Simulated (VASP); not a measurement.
## Pd: Pd into a neighbouring Pd vacancy

Wanted: the minimum-energy path in Pd for this move: Pd into a neighbouring Pd vacancy.

Main program and level: VASP 6.6.1; PBEsol; plane waves and PAW (Pd).

## 1. The host crystal

The structure is cubic, space group Fm-3m (No. 225). Conventional cell: a = 3.890 Å, b = 3.890 Å, c = 3.890 Å, α = 90.00°, β = 90.00°, γ = 90.00°. Nearest to Pd lie 12 Pd at 2.75 Å.

Structure file:

```cif
data_structure
_symmetry_space_group_name_H-M 'P 1'
_symmetry_Int_Tables_number 1
_cell_length_a 2.7506
_cell_length_b 2.7506
_cell_length_c 2.7506
_cell_angle_alpha 60.000
_cell_angle_beta 60.000
_cell_angle_gamma 60.000
_cell_volume 14.72
loop_
_atom_site_label
_atom_site_type_symbol
_atom_site_fract_x
_atom_site_fract_y
_atom_site_fract_z
_atom_site_occupancy
Pd1 Pd 0.00000 0.00000 0.00000 1
```

## 2. Relax the host

The later steps need the crystal at this functional's own lattice; a raised cutoff keeps the stress reliable while the cell changes.

INCAR

```
SYSTEM = Pd
PREC = Accurate
ENCUT = 350
EDIFF = 1E-06
NELM = 120
ISMEAR = 1
SIGMA = 0.15
LREAL = .FALSE.
ALGO = Normal
GGA = PS
NBANDS = 11
LASPH = .TRUE.
LORBIT = 11
LWAVE = .FALSE.
LCHARG = .FALSE.
KPAR = 6
IBRION = 2
NSW = 40
ISIF = 3
EDIFFG = -0.02
POTIM = 0.4
```

POSCAR

```
Pd
1.0
    0.0000000000      1.9450000000      1.9450000000
    1.9450000000      0.0000000000      1.9450000000
    1.9450000000      1.9450000000      0.0000000000
Pd
1
Direct
    0.0000000000      0.0000000000      0.0000000000
```

KPOINTS

```
Automatic mesh
0
Gamma
14 14 14
0 0 0
```

The projector-augmented-wave data sets are Pd (PBE family, release 64).

Launch:

```bash
$ mpirun -np 6 vasp_std
```

The program printed:

```text
[banner, memory and clock lines left out]
running    6 mpi-ranks, on    1 nodes
 distrk:  each k-point on    1 cores,    6 groups
 distr:  one band on    1 cores,    1 groups

 POSCAR found type information on POSCAR Pd
 POSCAR found :  1 types and       1 ions
|                                                                             |
|           W    W    AA    RRRRR   N    N  II  N    N   GGGG   !!!           |
|           W    W   A  A   R    R  NN   N  II  NN   N  G    G  !!!           |
|           W    W  A    A  R    R  N N  N  II  N N  N  G       !!!           |
|           W WW W  AAAAAA  RRRRR   N  N N  II  N  N N  G  GGG   !            |
|           WW  WW  A    A  R   R   N   NN  II  N   NN  G    G                |
|           W    W  A    A  R    R  N    N  II  N    N   GGGG   !!!           |
|                                                                             |
|     For optimal performance we recommend to set                             |
|       NCORE = 2 up to number-of-cores-per-socket                            |
|     NCORE specifies how many cores store one orbital (NPAR=cpu/NCORE).      |
|     This setting can greatly improve the performance of VASP for DFT.       |
|     The default, NCORE=1 might be grossly inefficient on modern             |
|     multi-core architectures or massively parallel machines. Do your        |
|     Unfortunately you need to use the default for GW and RPA                |
|     calculations (for HF NCORE is supported but not extensively tested      |
|     yet).                                                                   |
|                                                                             |

|                                                                             |
|               ----> ADVICE to this user running VASP <----                  |
|                                                                             |
|     You enforced a specific xc type in the INCAR file but a different       |
|     [... a line on the potential file left out ...]
|     I HOPE YOU KNOW WHAT YOU ARE DOING!                                     |
|                                                                             |

 LDA part: xc-table for (Slater+PW92), standard interpolation
 POSCAR, INCAR and KPOINTS ok, starting setup
 FFT: planning ... GRIDC
 FFT: planning ... GRID_SOFT
 FFT: planning ... GRID
 WAVECAR not read
 entering main loop
       N       E                     dE             d eps       ncg     rms          rms(c)
DAV:   1     0.276572523846E+02    0.27657E+02   -0.40254E+03  2328   0.606E+02
DAV:   2    -0.598130291372E+01   -0.33639E+02   -0.32536E+02  2613   0.147E+02
DAV:   3    -0.634518355046E+01   -0.36388E+00   -0.36258E+00  2742   0.159E+01
DAV:   4    -0.634701286474E+01   -0.18293E-02   -0.18291E-02  2761   0.119E+00
DAV:   5    -0.634703312953E+01   -0.20265E-04   -0.20264E-04  2999   0.109E-01    0.838E+00
DAV:   6    -0.596501527363E+01    0.38202E+00   -0.15795E+00  2795   0.102E+01    0.374E+00
DAV:   7    -0.595474880717E+01    0.10266E-01   -0.29659E-02  2990   0.965E-01    0.201E+00
DAV:   8    -0.595013036257E+01    0.46184E-02   -0.21027E-03  2836   0.456E-01    0.124E-01
DAV:   9    -0.595005742935E+01    0.72933E-04   -0.35325E-04  3045   0.156E-01    0.167E-02
DAV:  10    -0.595006277269E+01   -0.53433E-05   -0.52048E-06  2906   0.201E-02    0.105E-02
DAV:  11    -0.595006217609E+01    0.59660E-06   -0.12484E-07  1931   0.341E-03
   1 F= -.59500622E+01 E0= -.59484886E+01  d E =-.595006E+01
 curvature:   0.00 expect dE= 0.000E+00 dE for cont linesearch  0.000E+00
 trial: gam= 0.00000 g(F)=  0.586E-65 g(S)=  0.112E-01 ort = 0.000E+00 (trialstep = 0.100E+01)
 search vector abs. value=  0.112E-01
 bond charge predicted
       N       E                     dE             d eps       ncg     rms          rms(c)
DAV:   1    -0.611994454061E+01   -0.16988E+00   -0.29409E+00  2588   0.164E+01    0.293E+00
DAV:   2    -0.594966054949E+01    0.17028E+00   -0.73172E-01  2753   0.681E+00    0.554E-01
DAV:   3    -0.594907976029E+01    0.58079E-03   -0.75582E-03  3006   0.496E-01    0.348E-01
DAV:   4    -0.594938179474E+01   -0.30203E-03   -0.24475E-03  2694   0.420E-01    0.595E-02
DAV:   5    -0.594934299089E+01    0.38804E-04   -0.14771E-04  2812   0.105E-01    0.161E-02
DAV:   6    -0.594934656402E+01   -0.35731E-05   -0.21736E-06  3124   0.107E-02    0.158E-03
DAV:   7    -0.594934657475E+01   -0.10732E-07   -0.25802E-07  1843   0.382E-03
   2 F= -.59493466E+01 E0= -.59478529E+01  d E =0.715601E-03
 trial-energy change:    0.000716  1 .order    0.001044   -0.011163    0.013250
 step:   0.4774(harm=  0.4572)  dis= 0.00000  next Energy=    -5.952762 (dE=-0.270E-02)
 bond charge predicted
       N       E                     dE             d eps       ncg     rms          rms(c)
DAV:   1    -0.599953477740E+01   -0.50188E-01   -0.80905E-01  2588   0.870E+00    0.147E+00
DAV:   2    -0.595289344602E+01    0.46641E-01   -0.21916E-01  2651   0.360E+00    0.398E-01
DAV:   3    -0.595274270953E+01    0.15074E-03   -0.79370E-04  2897   0.176E-01    0.243E-01
DAV:   4    -0.595278265783E+01   -0.39948E-04   -0.49560E-04  2779   0.160E-01    0.135E-02
DAV:   5    -0.595278480897E+01   -0.21511E-05   -0.47483E-06  2769   0.169E-02    0.855E-03
DAV:   6    -0.595278602956E+01   -0.12206E-05   -0.43148E-07  2737   0.499E-03    0.732E-04
DAV:   7    -0.595278606946E+01   -0.39903E-07   -0.15835E-08  1681   0.118E-03
   3 F= -.59527861E+01 E0= -.59512518E+01  d E =-.272389E-02
 curvature:  -0.23 expect dE=-0.229E-08 dE for cont linesearch -0.229E-08
 trial: gam= 0.00000 g(F)=  0.532E-64 g(S)=  0.100E-07 ort =-0.106E-04 (trialstep = 0.895E+00)
 search vector abs. value=  0.101E-07
 reached required accuracy - stopping structural energy minimisation
```

It took 4.6 s on 6 MPI ranks of Intel Xeon 6975P-C (Granite Rapids), shared host; peak memory 0.75 GiB; 21 s of CPU time.

Lines that name or quote the potential files are left out of all logs, and their timing lines are given in words.

From OUTCAR (step 2):

```text
ion  position               nearest neighbor table
   1  0.000  0.000  0.000-

  LATTYP: Found a face centered cubic cell.
 ALAT       =     3.8900000000

 Subroutine GETGRP returns: Found 48 space group operations
 (whereof 48 operations were pure point group operations)

The static configuration has the point symmetry O_h .

 Found    104 irreducible k-points:

   k-points           NKPTS =    104   k-points in BZ     NKDIM =    104   number of bands    NBANDS=     11

   dimension x,y,z NGX =    18 NGY =   18 NGZ =   18
   dimension x,y,z NGXF=    36 NGYF=   36 NGZF=   36

   ENCUT  =  350.0 eV  25.72 Ry    5.07 a.u.   4.20  4.20  4.20*2*pi/ulx,y,z

   NELECT =      10.0000    total number of electrons

 k-points in reciprocal lattice and weights: Automatic mesh
   0.00000000  0.00000000  0.00000000       0.000
   0.07142857  0.00000000  0.00000000       0.003
   0.14285714  0.00000000  0.00000000       0.003
   0.21428571  0.00000000  0.00000000       0.003
   0.28571429  0.00000000  0.00000000       0.003
   0.35714286  0.00000000  0.00000000       0.003
   0.42857143  0.00000000  0.00000000       0.003
   0.50000000  0.00000000  0.00000000       0.001
   0.07142857  0.07142857  0.00000000       0.002
[...]
-0.28571429  0.42857143  0.21428571       0.009
  -0.28571429  0.50000000  0.21428571       0.004

 average (electrostatic) potential at core
       1 -70.2160

 E-fermi :   9.9494

 k-point     1 :       0.0000    0.0000    0.0000
  band No.  band energies     occupation
    ...
      2       7.0095      2.00000
      3       7.0095      2.00000
      4       7.0095      2.00000
      5       8.6962      2.00000
      6       8.6962      2.00000
      7      27.0889      0.00000
      8      31.9713      0.00000
      9      31.9713      0.00000
     10      31.9713      0.00000
     11      35.9955      0.00000

 k-point     2 :       0.0714    0.0000    0.0000
  band No.  band energies     occupation
    ...
      2       6.9417      2.00000
      3       7.0759      2.00000
      4       7.0759      2.00000
      5       8.6650      2.00000
      6       8.6650      2.00000
      7      27.2937      0.00000
      8      30.8034      0.00000
      9      32.1942      0.00000
     10      32.1942      0.00000
     11      36.0510      0.00000

 k-point     3 :       0.1429    0.0000    0.0000
  band No.  band energies     occupation
    ...
      2       6.7969      2.00000
      3       7.2287      2.00000
      4       7.2287      2.00000
      5       8.6204      2.00000
      6       8.6204      2.00000
      7      27.5754      0.00000
      8      28.7983      0.00000
      9      32.8043      0.00000
     10      32.8043      0.00000
     11      36.0613      0.00000

  Total        0.0002946      0.0002946      0.0002946      0.0000000      0.0000000     -0.0000000
  in kB        0.0326309      0.0326309      0.0326309      0.0000000      0.0000000     -0.0000000
  external PRESSURE =       0.0326309 kB  Pullay stress =       0.0000000 kB

  energy-cutoff  :      350.00
  volume of cell :       14.46
      direct lattice vectors                 reciprocal lattice vectors
     0.000000000  1.933873446  1.933873446    -0.258548459  0.258548459  0.258548459
     1.933873446  0.000000000  1.933873446     0.258548459 -0.258548459  0.258548459
     1.933873446  1.933873446  0.000000000     0.258548459  0.258548459 -0.258548459

 POSITION                                       TOTAL-FORCE (eV/Angst)
 -----------------------------------------------------------------------------------
      0.00000      0.00000      0.00000         0.000000      0.000000     -0.000000
 -----------------------------------------------------------------------------------
    total drift:                                0.000000     -0.000000     -0.000000

  FREE ENERGIE OF THE ION-ELECTRON SYSTEM (eV)
  ---------------------------------------------------
  free  energy   TOTEN  =        -5.9527860695 eV

  energy  without entropy=       -5.9481833412  energy(sigma->0) =       -5.95125183

 reached required accuracy - stopping structural energy minimisation

 total charge
# of ion       s       p       d       tot
------------------------------------------
    1        0.493   0.505   8.466   9.464

[... 3 further parts left out ...]
```

CONTCAR:

```
Pd
   1.00000000000000
     0.0000000000000000    1.9338734460161227    1.9338734460161227
     1.9338734460161227    0.0000000000000000    1.9338734460161227
     1.9338734460161227    1.9338734460161227    0.0000000000000000
  Pd
     1
Direct
     0.0000000000000000    0.0000000000000000    0.0000000000000000
```

The PAW data sets were made with PBE, which is usual practice but a small mismatch for other functionals. The run keeps the 48 symmetry operations of its start, so it cannot find a distortion of lower symmetry.

Step by step:

```
step  energy less that of the first step (eV)  largest force (eV/Å)  pressure (GPa)  volume (Å³)
   1                                   0.0000                0.0000           -3.38        14.72
   2                                   0.0007                0.0000            4.16        14.19
   3                                  -0.0027                0.0000            0.00        14.46
```

```
conventional cell, symmetrised  before  after  change
                         a (Å)   3.890  3.868  -0.6 %
                         b (Å)   3.890  3.868  -0.6 %
                         c (Å)   3.890  3.868  -0.6 %
              volume (Å³/atom)   14.72  14.46  -1.7 %
```

Final coordinates:

```
Pd
1.0
     0.00000    1.93387    1.93387
     1.93387    0.00000    1.93387
     1.93387    1.93387    0.00000
Pd
1
Direct
  0.00000 0.00000 0.00000
```

Numbers from this step:

```
electronic cycles       : 25
electrons               : 10
free energy (TOTEN)     : -5.953 eV
energy at zero smearing : -5.951 eV
Fermi energy            : 9.949 eV
metallic                : yes
```

The run ended after 3 ionic steps, 0.003 eV below its first step, once forces and stress met EDIFFG = -0.02.

(Part 1 of 5 ends here.)

[Lines on the potential files, build, host, timing and source positions are cut from VASP's logs without a mark.]

[Logs are printed without paths, hosts, clocks, repeated set-up lines and the standing remarks that a program may print on its own settings, such as how far it seeks lower states.]

[Hosts, paths, dates, database ids (printed as entryN), source tags and the programs' standing remarks are cut or masked in the printed files.]

[Runs that stopped without an error message from VASP are left out.]
